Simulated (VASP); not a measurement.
Input:

```
PtB
1.0
    3.35758     0.00000     0.00000
   -1.67879     2.90775     0.00000
    0.00000     0.00000     5.67993
Pt B
2 2
Direct
  0.33333   0.66667   0.00313
  0.66667   0.33333   0.50313
  0.33333   0.66667   0.37187
  0.66667   0.33333   0.87187
```

Calculation: PBE GGA, VASP's PBE PAW potentials (set 64) (plane waves; VASP). Numerical set-up: 520 eV cut-off, 12×12×6 Γ-centred mesh, tetrahedra with Blöchl corrections, potentials Pt B.

The cores are frozen, which limits the accuracy of field gradients.

Problem. Give the principal components of the electric field gradient (V/Å²) and the asymmetry η at each nucleus.

Solution. 
```csv
atom,Vxx,Vyy,Vzz,η
Pt1,-17.4,-17.4,34.7,0.00
Pt2,-17.4,-17.4,34.7,0.00
B3,-0.2,-0.2,0.4,-
B4,-0.2,-0.2,0.4,-
```

The structure was generated: PtB was put into the wurtzite type (P6_3mc), which need not be its known phase. It was relaxed first, which changed the volume by -15 %.
